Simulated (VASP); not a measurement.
Computed with PBEsol GGA, VASP's PBE PAW potentials (set 64) (plane waves; VASP).

VASP ran on this input.

### KPOINTS
```
Automatic
0
gamma
 9 9 5
0 0 0
```

INCAR:
```
SYSTEM=AlGaN2
PREC=Accurate; ENCUT=520; LREAL=.False.
LASPH=.True.
EDIFF=1E-7; NELM=100; ALGO=Normal
LMAXMIX=4
ISMEAR=-5
GGA=PS
ISIF=2
LWAVE=.False.; LCHARG=.True.; LORBIT=11
NEDOS=601
LEFG=.True.
```

### POSCAR
```
AlGaN2
1
    3.1458613819     0.0000000000     0.0000000000
   -1.5729306909     2.7243954913     0.0000000000
    0.0000000000     0.0000000000     5.0954526630
Al Ga N
1 1 2
Direct
  0.0000000000   0.0000000000   0.9994946428
  0.6666670000   0.3333330000   0.4972315592
  0.6666670000   0.3333330000   0.1126866663
  0.0000000000   0.0000000000   0.6269771317
```

POTCAR, in this order: Al Ga_d N (PBE.64 set). Program: vasp_std.

What VASP printed:

**OSZICAR**
```
       N       E                     dE             d eps       ncg     rms          rms(c)
DAV:   1     0.179460015520E+03    0.17946E+03   -0.12955E+04  1720   0.224E+03
DAV:   2    -0.152623738022E+02   -0.19472E+03   -0.18983E+03  2068   0.430E+02
DAV:   3    -0.324114408250E+02   -0.17149E+02   -0.17018E+02  2023   0.120E+02
DAV:   4    -0.328777249268E+02   -0.46628E+00   -0.46555E+00  2493   0.199E+01
DAV:   5    -0.328851127614E+02   -0.73878E-02   -0.73830E-02  2186   0.207E+00    0.110E+01
DAV:   6    -0.287744371660E+02    0.41107E+01   -0.18143E+01  2602   0.599E+01    0.380E+00
DAV:   7    -0.288010128253E+02   -0.26576E-01   -0.11553E+00  1925   0.101E+01    0.268E+00
DAV:   8    -0.287707253145E+02    0.30288E-01   -0.19731E-01  2626   0.623E+00    0.764E-01
DAV:   9    -0.287587148795E+02    0.12010E-01   -0.51785E-02  2530   0.409E+00    0.323E-01
DAV:  10    -0.287587588045E+02   -0.43925E-04   -0.48480E-03  2086   0.615E-01    0.132E-01
DAV:  11    -0.287588317136E+02   -0.72909E-04   -0.49051E-04  2778   0.391E-01    0.204E-02
DAV:  12    -0.287588396733E+02   -0.79597E-05   -0.76401E-05  2011   0.963E-02    0.115E-02
DAV:  13    -0.287588410109E+02   -0.13376E-05   -0.34325E-06  2446   0.222E-02    0.700E-03
DAV:  14    -0.287588410006E+02    0.10234E-07   -0.12859E-06  2139   0.163E-02    0.221E-03
DAV:  15    -0.287588409718E+02    0.28819E-07   -0.51536E-07  2091   0.720E-03
   1 F= -.28758841E+02 E0= -.28758841E+02  d E =0.000000E+00
```

OUTCAR:
```
------------------------ aborting loop because EDIFF is reached ----------------------------------------
  FORCE on cell =-STRESS in cart. coord.  units (eV):
  Direction    XX          YY          ZZ          XY          YZ          ZX
  --------------------------------------------------------------------------------------
  Total        0.0019035      0.0019035      0.0096745      0.0000000      0.0000000      0.0000000
  in kB        0.0698357      0.0698357      0.3549316      0.0000000      0.0000000      0.0000000
  external PRESSURE =       0.1648676 kB  Pullay stress =       0.0000000 kB
  volume of cell :       43.67
      direct lattice vectors                 reciprocal lattice vectors
     3.145861382  0.000000000  0.000000000     0.317877960  0.183526952  0.000000000
    -1.572930691  2.724395491  0.000000000     0.000000000  0.367053904  0.000000000
     0.000000000  0.000000000  5.095452663     0.000000000  0.000000000  0.196253418
 POSITION                                       TOTAL-FORCE (eV/Angst)
 -----------------------------------------------------------------------------------
      0.00000      0.00000      5.09288        -0.000000     -0.000000      0.003371
      1.57293      0.90813      2.53362        -0.000000     -0.000000      0.004435
      1.57293      0.90813      0.57419         0.000000      0.000000     -0.009619
      0.00000      0.00000      3.19473        -0.000000     -0.000000      0.001814
 -----------------------------------------------------------------------------------
    total drift:                               -0.001544      0.000884      0.000967
  FREE ENERGIE OF THE ION-ELECTRON SYSTEM (eV)
  ---------------------------------------------------
  free  energy   TOTEN  =       -28.7588409718 eV

  energy  without entropy=      -28.7588409718  energy(sigma->0) =      -28.75884097

 total charge

# of ion       s       p       d       tot
------------------------------------------
    1        0.368   0.433   0.000   0.801
    2        0.790   0.927  10.195  11.913
    3        1.216   2.583   0.000   3.799
    4        1.217   2.553   0.000   3.771
--------------------------------------------------
tot          3.592   6.496  10.195  20.284

 Electric field gradients after diagonalization (V/A^2)
 (convention: |V_zz| > |V_xx| > |V_yy|)
----------------------------------------------------------------------
 ion       V_xx      V_yy      V_zz     asymmetry (V_yy - V_xx)/ V_zz
----------------------------------------------------------------------
   1      -1.384    -1.383     2.767       0.000
   2      -4.759    -4.752     9.511       0.001
   3      -9.002    -9.000    18.001       0.000
   4       7.557     7.556   -15.113       0.000
```
(Selected blocks of OUTCAR.)

The structure comes from a computed database's AlGaN2 entry (P3m1); how it stands against other phases isn't given here. It was relaxed first.
